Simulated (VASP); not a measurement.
These are PBEsol GGA, VASP's PBE PAW potentials (set 64) (plane waves; VASP) values and carry that method's errors.

Input for VASP

### POSCAR
```
SnO
1.0
  3.8092946217   0.0000000000   0.0000000000
  0.0000000000   3.8092946217   0.0000000000
  0.0000000000   0.0000000000   4.7290251783
Sn O
2 2
direct
  0.5000000000   0.0000000000   0.7560834873
  0.0000000000   0.5000000000   0.2439165127
  0.5000000000   0.5000000000   0.0000000000
  0.0000000000   0.0000000000   0.0000000000
```

KPOINTS:
```
Automatic mesh
0
Gamma
  5 5 4
0 0 0
```

INCAR:
```
ALGO=Normal
EDIFF=1E-6
EDIFFG=-0.02
ENCUT=580
GGA=PS
IBRION=2
ISIF=3
ISMEAR=0
LASPH=T
LCHARG=F
LMAXMIX=4
LREAL=F
LWAVE=F
NELM=100
NSW=60
PREC=Accurate
SIGMA=0.05
SYSTEM=SnO
```

POTCAR, in this order: Sn_d O (PBE.64 set). Program: vasp_std.

The resulting files:

### OSZICAR
```
       N       E                     dE             d eps       ncg     rms          rms(c)
DAV:   1     0.406238639554E+03    0.40624E+03   -0.22024E+04   896   0.272E+03
DAV:   2     0.303579137749E+02   -0.37588E+03   -0.36861E+03   936   0.603E+02
DAV:   3    -0.253328001631E+02   -0.55691E+02   -0.54752E+02  1064   0.197E+02
DAV:   4    -0.273751454447E+02   -0.20423E+01   -0.20410E+01   928   0.419E+01
DAV:   5    -0.274361823231E+02   -0.61037E-01   -0.61028E-01  1200   0.743E+00    0.108E+01
DAV:   6    -0.242772500568E+02    0.31589E+01   -0.21481E+01  1456   0.504E+01    0.464E+00
DAV:   7    -0.242468847461E+02    0.30365E-01   -0.19879E+00   968   0.926E+00    0.248E+00
DAV:   8    -0.242373877276E+02    0.94970E-02   -0.56176E-01  1256   0.529E+00    0.103E+00
DAV:   9    -0.242131327989E+02    0.24255E-01   -0.16739E-01  1312   0.405E+00    0.236E-01
DAV:  10    -0.242149919254E+02   -0.18591E-02   -0.17584E-02  1304   0.125E+00    0.189E-01
DAV:  11    -0.242141458504E+02    0.84607E-03   -0.51559E-03  1360   0.704E-01    0.250E-02
DAV:  12    -0.242142062241E+02   -0.60374E-04   -0.57664E-04   912   0.150E-01    0.361E-02
DAV:  13    -0.242141955630E+02    0.10661E-04   -0.58977E-05  1352   0.782E-02    0.475E-03
DAV:  14    -0.242141959042E+02   -0.34122E-06   -0.36478E-06   968   0.156E-02
   1 F= -.24214196E+02 E0= -.24214196E+02  d E =-.242142E+02
```

**OUTCAR**
```
------------------------ aborting loop because EDIFF is reached ----------------------------------------
  FORCE on cell =-STRESS in cart. coord.  units (eV):
  Direction    XX          YY          ZZ          XY          YZ          ZX
  --------------------------------------------------------------------------------------
  Total        0.0092727      0.0092727      0.0544060      0.0000000     -0.0000000      0.0000000
  in kB        0.2164996      0.2164996      1.2702717      0.0000000     -0.0000000      0.0000000
  external PRESSURE =       0.5677570 kB  Pullay stress =       0.0000000 kB
  volume of cell :       68.62
      direct lattice vectors                 reciprocal lattice vectors
     3.809294622  0.000000000  0.000000000     0.262515793  0.000000000  0.000000000
     0.000000000  3.809294622  0.000000000     0.000000000  0.262515793  0.000000000
     0.000000000  0.000000000  4.729025178     0.000000000  0.000000000  0.211460071
 POSITION                                       TOTAL-FORCE (eV/Angst)
 -----------------------------------------------------------------------------------
      1.90465      0.00000      3.57554         0.000000      0.000000     -0.000071
      0.00000      1.90465      1.15349        -0.000000      0.000000      0.000071
      1.90465      1.90465      0.00000        -0.000000      0.000000      0.000000
      0.00000      0.00000      0.00000        -0.000000     -0.000000      0.000000
 -----------------------------------------------------------------------------------
    total drift:                                0.000000      0.000000     -0.000000
  FREE ENERGIE OF THE ION-ELECTRON SYSTEM (eV)
  ---------------------------------------------------
  free  energy   TOTEN  =       -24.2141959042 eV

  energy  without entropy=      -24.2141958811  energy(sigma->0) =      -24.21419589

 reached required accuracy - stopping structural energy minimisation
```
(Selected blocks of OUTCAR.)

Without a dispersion term in the relaxation, distances and binding between the weakly bound layers, chains or molecules are unreliable, and so is what depends on them.

The compound is SnO in the litharge structure. It was relaxed first. The start is the result of an earlier pass.
